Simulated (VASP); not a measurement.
Set up this calculation in VASP 6.6.1, as the native input.

```
Task                   : relaxation of cell and atoms
Functional             : PBEsol
Potentials or basis    : VASP PAW PBE potentials, release 64 (Ti, B)
Cutoff                 : 580 eV
k mesh                 : 15 × 15 × 14
Occupations            : gaussian, width 0.1 eV
Spin                   : no spin polarisation
Further INCAR settings : ALGO = Normal; EDIFF = 1e-07; IBRION = 2; EDIFFG = -0.005; NSW = 90; ISIF = 3
```

The structure of TiB2 lies in POSCAR:

```
TiB2
1.0
    3.0259273100      0.0000000000      0.0000000000
   -1.5129636600      2.6205299200      0.0000000000
    0.0000000000      0.0000000000      3.2287677100
Ti B
1 2
Direct
    0.0000000000      0.0000000000      0.0000000000
    0.3333333300      0.6666666700      0.5000000000
    0.6666666700      0.3333333300      0.5000000000
```

The cell is a database's computed one.

These files were run (other wordings do the same):

INCAR

```
  PREC = Accurate
  ENCUT = 580
  EDIFF = 1E-7
  ISMEAR = 0
  SIGMA = 0.1
  LREAL = F
  LASPH = T
  NELM = 80
  ALGO = Normal
  ISIF = 3
  LWAVE = F
  LCHARG = F
  GGA = PS
  IBRION = 2
  NSW = 90
  EDIFFG = -0.005
```

KPOINTS

```
regular mesh
0
Gamma
  15 15 14
```

Potentials or basis: VASP PAW PBE potentials, release 64 (Ti, B).

Run with:

```sh
$ cat potpaw_PBE.64/Ti/POTCAR potpaw_PBE.64/B/POTCAR > POTCAR
$ mpirun -np 1 vasp_std > vasp.out
```

Results of the run:

```yaml
Relaxed_volume: 8.41 Å³/atom
Relaxed_cell: a = 3.021 Å, b = 3.021 Å, c = 3.191 Å, α = 90.00°, β = 90.00°, γ = 120.00°
Space_group_after_relaxing_to_0.05_Å: P6/mmm (No. 191)
Energy_gained_by_relaxing: 2.1 meV/atom
Ionic_steps: 5
Pressure_after_relaxing: 0.0 GPa
Band_gap_on_the_k_mesh: none (metal or under the smearing width)
```

Caveat: the PAW data sets were made with another functional, which shifts forces and pressure a little.

It took 65 s on 1 thread of Intel(R) Xeon(R) Platinum 8488C (Sapphire Rapids) (shared host), peak memory 0.21 GiB.
